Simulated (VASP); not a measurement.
Input:

```yaml
crystal:
  lattice:
    - [0.00000, 3.29000, 3.29000]
    - [3.29000, 0.00000, 3.29000]
    - [3.29000, 3.29000, 0.00000]
  atoms:
    - { symbol: Rb, position: [0.00000, 0.00000, 0.00000] }
    - { symbol: Cl, position: [0.50000, 0.50000, 0.50000] }
```

Calculation: G0W0 on PBE orbitals, VASP's PBE PAW potentials (set 64) (plane waves; VASP). Run with PREC = Normal, 500 eV cut-off, 4×4×4 Γ-centred mesh, Gaussian smearing of 0.010 eV, potentials Rb_sv_GW Cl_GW.

The mesh is coarse and the basis finite, so the quasiparticle values are not converged.

NBANDS = 160, ENCUTGW = 200 eV, NOMEGA = 64. The PBE levels (eV) that the step starts from are:

| state | KS energy | filling |
|---|---|---|
| k1 (0.00, 0.00, 0.00), band 5 | -9.25 | 2 |
| k1 (0.00, 0.00, 0.00), band 6 | -1.28 | 2 |
| k1 (0.00, 0.00, 0.00), band 7 | -1.28 | 2 |
| k1 (0.00, 0.00, 0.00), band 8 | -1.28 | 2 |
| k1 (0.00, 0.00, 0.00), band 9 | 3.72 | 0 |
| k1 (0.00, 0.00, 0.00), band 10 | 6.71 | 0 |
| k1 (0.00, 0.00, 0.00), band 11 | 6.71 | 0 |
| k1 (0.00, 0.00, 0.00), band 12 | 6.71 | 0 |
| k5 (0.50, 0.25, 0.00), band 5 | -9.29 | 2 |
| k5 (0.50, 0.25, 0.00), band 6 | -1.82 | 2 |
| k5 (0.50, 0.25, 0.00), band 7 | -1.56 | 2 |
| k5 (0.50, 0.25, 0.00), band 8 | -1.50 | 2 |
| k5 (0.50, 0.25, 0.00), band 9 | 5.81 | 0 |
| k5 (0.50, 0.25, 0.00), band 10 | 6.67 | 0 |
| k5 (0.50, 0.25, 0.00), band 11 | 8.55 | 0 |
| k5 (0.50, 0.25, 0.00), band 12 | 8.96 | 0 |
| k7 (0.50, 0.50, 0.00), band 5 | -9.35 | 2 |
| k7 (0.50, 0.50, 0.00), band 6 | -1.60 | 2 |
| k7 (0.50, 0.50, 0.00), band 7 | -1.38 | 2 |
| k7 (0.50, 0.50, 0.00), band 8 | -1.38 | 2 |
| k7 (0.50, 0.50, 0.00), band 9 | 4.93 | 0 |
| k7 (0.50, 0.50, 0.00), band 10 | 6.79 | 0 |
| k7 (0.50, 0.50, 0.00), band 11 | 8.44 | 0 |
| k7 (0.50, 0.50, 0.00), band 12 | 8.76 | 0 |

Question: Give the quasiparticle energies and renormalisation factors Z.

Answer: 
```
state                           QP energy (eV)     Z
------------------------------  --------------  ----
k1 (0.00, 0.00, 0.00), band 5           -12.08  0.82
k1 (0.00, 0.00, 0.00), band 6            -3.24  0.79
k1 (0.00, 0.00, 0.00), band 7            -3.24  0.79
k1 (0.00, 0.00, 0.00), band 8            -3.24  0.79
k1 (0.00, 0.00, 0.00), band 9             4.40  0.87
k1 (0.00, 0.00, 0.00), band 10            7.92  0.86
k1 (0.00, 0.00, 0.00), band 11            7.92  0.86
k1 (0.00, 0.00, 0.00), band 12            7.92  0.86
k5 (0.50, 0.25, 0.00), band 5           -12.10  0.82
k5 (0.50, 0.25, 0.00), band 6            -3.87  0.79
k5 (0.50, 0.25, 0.00), band 7            -3.57  0.79
k5 (0.50, 0.25, 0.00), band 8            -3.50  0.79
k5 (0.50, 0.25, 0.00), band 9             6.72  0.86
k5 (0.50, 0.25, 0.00), band 10            7.60  0.85
k5 (0.50, 0.25, 0.00), band 11            9.86  0.84
k5 (0.50, 0.25, 0.00), band 12           10.23  0.85
k7 (0.50, 0.50, 0.00), band 5           -12.19  0.82
k7 (0.50, 0.50, 0.00), band 6            -3.63  0.79
k7 (0.50, 0.50, 0.00), band 7            -3.37  0.79
k7 (0.50, 0.50, 0.00), band 8            -3.37  0.79
k7 (0.50, 0.50, 0.00), band 9             5.79  0.87
k7 (0.50, 0.50, 0.00), band 10            7.91  0.86
k7 (0.50, 0.50, 0.00), band 11            9.20  0.83
k7 (0.50, 0.50, 0.00), band 12           10.55  0.85
```
On the mesh the gap opens from 5.00 to 7.64 eV.

The compound is RbCl in the rock salt structure. The cell was not relaxed at this level.
